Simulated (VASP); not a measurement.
# Be2ZnO3 (Cc) in VASP: further runs

Runs on Be2ZnO3. Level: PBE. Tasks: relaxation of cell and atoms.

All numbers are computed with VASP 6.6.1; they aren't measurements. Logs are shortened: lines on timing, memory, paths and dates and some standing lists are left out, and cuts for length are marked.

### 1 The crystal as given

The structure is monoclinic, space group Cc (No. 9). Conventional cell: a = 4.995 Å, b = 8.744 Å, c = 4.930 Å, α = 90.00°, β = 107.84°, γ = 90.00°. Be (site symmetry 1) is surrounded by 4 O at 1.64 to 1.70 Å. Around Be (site symmetry 1) lie 4 O at 1.64 to 1.73 Å. Zn (site symmetry 1) has 4 O at 1.97 to 1.99 Å as nearest neighbours. Around O (site symmetry 1) lie 3 Be at 1.67 to 1.70 Å. O (site symmetry 1) has 2 Be at 1.64 Å as nearest neighbours. O (site symmetry 1) is surrounded by 3 Be at 1.69 to 1.73 Å.

The cell was built by a generator and needn't be a form met in nature.

### 2 Relaxation of cell and atoms, PBE

File INCAR:

```
SYSTEM = Be2ZnO3
PREC = Accurate
ENCUT = 520
EDIFF = 1E-6
ISMEAR = 0
SIGMA = 0.03
LREAL = .False.
LASPH = .True.
NELM = 120
ALGO = Normal
ISIF = 3
LWAVE = .False.
LCHARG = .False.
GGA = PE
IBRION = 2
NSW = 90
EDIFFG = -0.01
KPAR = 4
```

File KPOINTS:

```
Automatic mesh
0
Gamma
  6 6 6
  0 0 0
```

File POSCAR:

```
Be2ZnO3
1.0
    2.4973365800     -4.3720000000      0.0000000000
    2.4973365800      4.3720000000      0.0000000000
   -1.5101492600      0.0000000000      4.6934254200
Be Zn O
4 2 6
Direct
    0.5884275700      0.4222416800      0.0011907600
    0.2547409000      0.7390582100      0.0004820400
    0.4222416800      0.5884275700      0.5011907600
    0.7390582100      0.2547409000      0.5004820400
    0.9157854700      0.0917770700      0.0076447800
    0.0917770700      0.9157854700      0.5076447800
    0.3382888100      0.4980407100      0.1396114800
    0.9544891700      0.7370681500      0.0920398600
    0.5805452800      0.1295927000      0.1345073400
    0.4980407100      0.3382888100      0.6396114800
    0.7370681500      0.9544891700      0.5920398600
    0.1295927000      0.5805452800      0.6345073400
```

Potentials or basis: VASP PAW PBE potentials, release 64 (Be, Zn, O).

Launch:

```
cat potpaw_PBE.64/Be/POTCAR potpaw_PBE.64/Zn/POTCAR potpaw_PBE.64/O/POTCAR > POTCAR
mpirun -np 4 vasp_std > vasp.out
```

OUTCAR:

```text
SYSTEM = Be2ZnO3
   PREC = Accurate
   ENCUT = 520
   EDIFF = 1E-6
   ISMEAR = 0
   LREAL = .False.
   LASPH = .True.
   NELM = 120
   ISIF = 3
   GGA = PE
   IBRION = 2
   NSW = 90
   EDIFFG = -0.01

 ion  position               nearest neighbor table
   1  0.588  0.422  0.001-   8 1.64   9 1.69   7 1.69  10 1.70
   2  0.255  0.739  0.000-   8 1.64   7 1.67   9 1.73  12 1.73
   3  0.422  0.588  0.501-  11 1.64  12 1.69  10 1.69   7 1.70
   4  0.739  0.255  0.500-  11 1.64  10 1.67  12 1.73   9 1.73
   5  0.916  0.092  0.008-  11 1.97   7 1.97   9 1.97   8 1.99   6 2.91   6 2.91
   6  0.092  0.916  0.508-   8 1.97  10 1.97  12 1.97  11 1.99   5 2.91   5 2.91
   7  0.338  0.498  0.140-   2 1.67   1 1.69   3 1.70   5 1.97
   8  0.954  0.737  0.092-   1 1.64   2 1.64   6 1.97   5 1.99
   9  0.581  0.130  0.135-   1 1.69   2 1.73   4 1.73   5 1.97
  10  0.498  0.338  0.640-   4 1.67   3 1.69   1 1.70   6 1.97
  11  0.737  0.954  0.592-   3 1.64   4 1.64   5 1.97   6 1.99
  12  0.130  0.581  0.635-   3 1.69   4 1.73   2 1.73   6 1.97

  LATTYP: Found a base centered monoclinic cell.
 ALAT       =     4.9946731600
 B/A-ratio  =     1.7506651026
 C/A-ratio  =     0.9871306189
 COS(beta)  =    -0.3062937795

  Lattice vectors:

 A1 = (   2.4973365800,  -4.3720000000,   0.0000000000)
 A2 = (   2.4973365800,   4.3720000000,   0.0000000000)
 A3 = (  -1.5101492600,   0.0000000000,   4.6934254200)

Analysis of symmetry for initial positions (statically):
=====================================================================
 Subroutine PRICEL returns:
 Original cell was already a primitive cell.

 Routine SETGRP: Setting up the symmetry group for a
 base centered monoclinic supercell.

 Subroutine GETGRP returns: Found  2 space group operations
 (whereof  1 operations were pure point group operations)
 out of a pool of  4 trial point group operations.

The static configuration has the point symmetry C_1 .
 The point group associated with its full space group is C_1h.

Analysis of symmetry for dynamics (positions and initial velocities):
=====================================================================
 Subroutine PRICEL returns:
 Original cell was already a primitive cell.

 Routine SETGRP: Setting up the symmetry group for a
 base centered monoclinic supercell.

 Subroutine GETGRP returns: Found  2 space group operations
 (whereof  1 operations were pure point group operations)
 out of a pool of  4 trial point group operations.

The dynamic configuration has the point symmetry C_1 .
 The point group associated with its full space group is C_1h.

 Subroutine INISYM returns: Found  2 space group operations
 (whereof  1 operations are pure point group operations),
 and found     1 'primitive' translations

----------------------------------------------------------------------------------------

                                     Primitive cell

  volume of cell :     102.4890

  direct lattice vectors                    reciprocal lattice vectors
     2.497336580 -4.372000000  0.000000000     0.200213301 -0.114364135  0.064420320
     2.497336580  4.372000000  0.000000000     0.200213301  0.114364135  0.064420320
    -1.510149260  0.000000000  4.693425420     0.000000000  0.000000000  0.213064001

  length of vectors
     5.034985004  5.034985004  4.930394808     0.239404467  0.239404467  0.213064001

  position of ions in fractional coordinates (direct lattice)
     0.588427570  0.422241680  0.001190760
     0.254740900  0.739058210  0.000482040
     0.422241680  0.588427570  0.501190760
     0.739058210  0.254740900  0.500482040
     0.915785470  0.091777070  0.007644780
     0.091777070  0.915785470  0.507644780
     0.338288810  0.498040710  0.139611480
     0.954489170  0.737068150  0.092039860
     0.580545280  0.129592700  0.134507340
     0.498040710  0.338288810  0.639611480
     0.737068150  0.954489170  0.592039860
     0.129592700  0.580545280  0.634507340

  ion indices of the primitive-cell ions
   primitive index   ion index
                 1           1
                 2           2
                 3           3
                 4           4
                 5           5
                 6           6
                 7           7
                 8           8
                 9           9
                10          10
                11          11
                12          12

----------------------------------------------------------------------------------------

 KPOINTS: Automatic mesh

Automatic generation of k-mesh.
 Grid dimensions read from file:
 generate k-points for:    6    6    6

 Generating k-lattice:

  Cartesian coordinates                     Fractional coordinates (reciprocal lattice)
     0.033368883 -0.019060689  0.010736720     0.166666667  0.000000000  0.000000000
     0.033368883  0.019060689  0.010736720     0.000000000  0.166666667  0.000000000
     0.000000000  0.000000000  0.035510667     0.000000000  0.000000000  0.166666667

  Length of vectors
     0.039900745  0.039900745  0.035510667

  Shift w.r.t. Gamma in fractional coordinates (k-lattice)
     0.000000000  0.000000000  0.000000000

 Subroutine IBZKPT returns following result:
 ===========================================

 Found     68 irreducible k-points:

 Following reciprocal coordinates:
            Coordinates               Weight
  0.000000  0.000000  0.000000      1.000000
  0.166667  0.000000 -0.000000      4.000000
  0.333333  0.000000  0.000000      4.000000
  0.500000  0.000000 -0.000000      2.000000
  0.166667  0.166667 -0.000000      2.000000
  0.333333  0.166667 -0.000000      4.000000
[... 16 lines left out ...]
 -0.333333  0.166667  0.166667      4.000000
 -0.166667  0.166667  0.166667      4.000000
 [... further k-points ...]
   k-points           NKPTS =     68   k-points in BZ     NKDIM =     68   number of bands    NBANDS=     41
   number of dos      NEDOS =    301   number of ions     NIONS =     12
   total plane-waves  NPLWV =  64000
   dimension x,y,z NGX =    40 NGY =   40 NGZ =   40
   dimension x,y,z NGXF=    80 NGYF=   80 NGZF=   80
   ions per type =               4   2   6
   NGX,Y,Z   is equivalent  to a cutoff of  13.21, 13.21, 13.49 a.u.
   NGXF,Y,Z  is equivalent  to a cutoff of  26.41, 26.41, 26.97 a.u.
 SYSTEM =  Be2ZnO3
   PREC   = accura    normal or accurate (medium, high low for compatibility)
   ISTART =      0    job   : 0-new  1-cont  2-samecut
   ICHARG =      2    charge: 1-file 2-atom 10-const
   ISPIN  =      1    spin polarized calculation?
   LNONCOLLINEAR =      F non collinear calculations
   LSORBIT =      F    spin-orbit coupling
   LASPH  =      T    aspherical Exc in radial PAW
   ENCUT  =  520.0 eV  38.22 Ry    6.18 a.u.   9.36  9.36  9.17*2*pi/ulx,y,z
   NELM   =    120;   NELMIN=  2; NELMDL= -5     # of ELM steps
   EDIFF  = 0.1E-05   stopping-criterion for ELM
   LREAL  =      F    real-space projection
   EDIFFG = -.1E-01   stopping-criterion for IOM
   NSW    =     90    number of steps for IOM
   IBRION =      2    ionic relax: 0-MD 1-quasi-New 2-CG
   NFREE  =      1    steps in history (QN), initial steepest desc. (CG)
   ISIF   =      3    stress and relaxation
   ISYM   =      2    0-nonsym 1-usesym 2-fastsym
   POTIM  = 0.5000    time-step for ionic-motion
   TEBEG  =    0.0;   TEEND  =   0.0 temperature during run
   PSTRESS=    0.0 pullay stress
   NELECT =      68.0000    total number of electrons
   NUPDOWN=      -1.0000    fix difference up-down
   EMIN   =  10.00;   EMAX   =-10.00  energy-range for DOS
   EFERMI =   0.00;   METHOD = LEGACY
   ISMEAR =     0;   SIGMA  =   0.03  broadening in eV -4-tet -1-fermi 0-gaus
   EFERMI_NEDOS =   21; number of points for ismear=-14 and -15
   IALGO  =     38    algorithm
   IMIX   =      4    mixing-type and parameters
     AMIX     =   0.40;   BMIX     =  1.00
     AMIX_MAG =   1.60;   BMIX_MAG =  1.00
  volume/ion in A,a.u.               =       8.54        57.64
  Fermi-wavevector in a.u.,A,eV,Ry     =   1.427859  2.698263 27.739316  2.038782
  Thomas-Fermi vector in A             =   2.547983
   LORBIT       =      0    0 simple, 1 ext, 2 COOP (PROOUT), +10 PAW based schemes
   GGA     = PE    functional components
   LHFCALC =     F    Hartree Fock is set to
   AEXX    =    0.0000 exact exchange contribution
   IVDW    =     0    specifies the selected vdW correction
   LEPSILON=     F    determine dielectric tensor
   LRPA    =     F    only Hartree local field effects (RPA)
 conjugate gradient relaxation of ions
 non-spin polarized calculation
 Gauss-broadening in eV      SIGMA  =   0.03
  energy-cutoff  :      520.00
  volume of cell :      102.49
 maximum number of plane-waves:      2784
 NGX is ok and might be reduce to    40
   NGX = 19   NGY = 19   NGZ = 19

--------------------------------------- Ionic step        1  -------------------------------------------

 number of electron      67.9999994 magnetization

 Free energy of the ion-electron system (eV)
  ---------------------------------------------------
  ext. energy  EPLUGINS =         0.00000000
  ---------------------------------------------------
  free energy    TOTEN  =       -73.92850943 eV

  energy without entropy =      -73.92850943  energy(sigma->0) =      -73.92850943

------------------------ aborting loop because EDIFF is reached ----------------------------------------

  FORCE on cell =-STRESS in cart. coord.  units (eV):
  Direction    XX          YY          ZZ          XY          YZ          ZX
  --------------------------------------------------------------------------------------
  -------------------------------------------------------------------------------------
  Total       -0.2949772     -0.1808084     -0.1865612      0.0000000      0.0000000      0.0031658
  in kB       -4.6112843     -2.8265194     -2.9164509      0.0000000      0.0000000      0.0494904
  external PRESSURE =      -3.4514182 kB  Pullay stress =       0.0000000 kB
[... 119 lines left out ...]
  FREE ENERGIE OF THE ION-ELECTRON SYSTEM (eV)
  ---------------------------------------------------
  free  energy   TOTEN  =       -73.9294266365 eV

  energy  without entropy=      -73.9294266365  energy(sigma->0) =      -73.92942664

[... ionic steps 4 to 8 ...]

--------------------------------------- Ionic step        9  -------------------------------------------

 number of electron      67.9999996 magnetization

------------------------ aborting loop because EDIFF is reached ----------------------------------------

  FORCE on cell =-STRESS in cart. coord.  units (eV):
  Direction    XX          YY          ZZ          XY          YZ          ZX
  --------------------------------------------------------------------------------------
  -------------------------------------------------------------------------------------
  Total        0.0237598     -0.0472913     -0.0618453      0.0000000      0.0000000     -0.0002241
  in kB        0.3721621     -0.7407472     -0.9687140      0.0000000      0.0000000     -0.0035100
  external PRESSURE =      -0.4457664 kB  Pullay stress =       0.0000000 kB
[... 77 lines left out ...]
  energy  without entropy=      -73.9301913787  energy(sigma->0) =      -73.93019138

--------------------------------------- Ionic step       11  -------------------------------------------

 number of electron      67.9999997 magnetization

 Free energy of the ion-electron system (eV)
  ---------------------------------------------------
  ext. energy  EPLUGINS =         0.00000000
  ---------------------------------------------------
  free energy    TOTEN  =       -73.93027370 eV

  energy without entropy =      -73.93027370  energy(sigma->0) =      -73.93027370

 E-fermi :   2.7622     XC(G=0): -11.2121

 val. band max:        2.5580310596   @ k =   0.0000   0.0000   0.0000
 cond. band min:       6.0795841882   @ k =   0.0000   0.0000   0.0000
 fundamental gap:      3.5215531286
 Fermi energy:         2.7622094180

 k-point     1 :       0.0000    0.0000    0.0000
  band No.  band energies     occupation
      1     -15.8285      2.00000
      2     -14.5232      2.00000
      3     -14.3176      2.00000
      4     -14.1883      2.00000
      5     -14.1658      2.00000
      6     -14.0284      2.00000
[... 1045 lines left out ...]
     40      12.3674      0.00000
     41      13.1409      0.00000

 [... further k-points ...]

------------------------ aborting loop because EDIFF is reached ----------------------------------------

  FORCE on cell =-STRESS in cart. coord.  units (eV):
  Direction    XX          YY          ZZ          XY          YZ          ZX
  --------------------------------------------------------------------------------------
  -------------------------------------------------------------------------------------
  Total       -0.0056484      0.0013946      0.0112644      0.0000000      0.0000000     -0.0226691
  in kB       -0.0885115      0.0218531      0.1765149      0.0000000      0.0000000     -0.3552274
  external PRESSURE =       0.0366188 kB  Pullay stress =       0.0000000 kB
[... 27 lines left out ...]
  FREE ENERGIE OF THE ION-ELECTRON SYSTEM (eV)
  ---------------------------------------------------
  free  energy   TOTEN  =       -73.9302736991 eV

  energy  without entropy=      -73.9302736991  energy(sigma->0) =      -73.93027370

 reached required accuracy - stopping structural energy minimisation
```

Run time: 3.7 min. Hardware: 4 MPI ranks of Intel Xeon 6975P-C (Granite Rapids), shared host; peak memory 0.4 GiB.

Results:

```
Free energy                            : -73.9303 eV
Relaxed volume                         : 8.52 Å³/atom
Relaxed cell                           : a = 5.034 Å, b = 5.034 Å, c = 4.924 Å, α = 98.73°, β = 98.73°, γ = 120.58°
Space group after relaxing (to 0.05 Å) : Cc (No. 9)
Energy gained by relaxing              : 0.1 meV/atom
Ionic steps                            : 11
Pressure after relaxing                : 0.0 GPa
Largest force after relaxing           : 0.009 eV/Å
Band gap on the k mesh                 : 3.52 eV, direct
```

Forces on the atoms (eV/Å):
```
Be  -0.006 -0.005 -0.004
Be   0.002 -0.005 -0.002
Be  -0.006  0.005 -0.004
Be   0.002  0.005 -0.002
Zn   0.001 -0.003  0.004
Zn   0.001  0.003  0.004
O    0.003 -0.005  0.002
O    0.001  0.000  0.000
O   -0.001  0.000  0.000
O    0.003  0.005  0.002
O    0.001  0.000  0.000
O   -0.001  0.000  0.000
```

The path:
| step | energy change (eV) | largest force (eV/Å) | pressure (GPa) | volume (Å³) |
| --- | --- | --- | --- | --- |
| 1 | 0.0000 | 0.0512 | -0.35 | 102.49 |
| 2 | -0.0009 | 0.0390 | 0.11 | 102.22 |
| 3 | -0.0009 | 0.0379 | 0.13 | 102.17 |
| 4 | -0.0009 | 0.0356 | 0.28 | 102.09 |
| 5 | -0.0009 | 0.0370 | 0.28 | 102.14 |
| 6 | -0.0009 | 0.0379 | 0.27 | 102.16 |
| 7 | -0.0013 | 0.0265 | 0.09 | 102.23 |
| 8 | -0.0014 | 0.0308 | -0.01 | 102.27 |
| 9 | -0.0016 | 0.0123 | -0.04 | 102.29 |
| 10 | -0.0017 | 0.0155 | -0.05 | 102.29 |
| 11 | -0.0018 | 0.0085 | 0.00 | 102.24 |

Final structure:
```yaml
crystal:
  lattice:
    - [2.49470, -4.37225, 0.00012]
    - [2.49470, 4.37225, 0.00012]
    - [-1.50832, 0.00000, 4.68683]
  atoms:
    - { symbol: Be, position: [0.58895, 0.42160, 0.00060] }
    - { symbol: Be, position: [0.25410, 0.73817, 0.99944] }
    - { symbol: Be, position: [0.42160, 0.58895, 0.50060] }
    - { symbol: Be, position: [0.73817, 0.25410, 0.49944] }
    - { symbol: Zn, position: [0.91693, 0.09111, 0.00943] }
    - { symbol: Zn, position: [0.09111, 0.91693, 0.50943] }
    - { symbol: O, position: [0.33903, 0.49829, 0.13896] }
    - { symbol: O, position: [0.95541, 0.73706, 0.09336] }
    - { symbol: O, position: [0.58055, 0.12886, 0.13369] }
    - { symbol: O, position: [0.49829, 0.33903, 0.63896] }
    - { symbol: O, position: [0.73706, 0.95541, 0.59336] }
    - { symbol: O, position: [0.12886, 0.58055, 0.63369] }
```

(Part 1 of 2 ends here.)
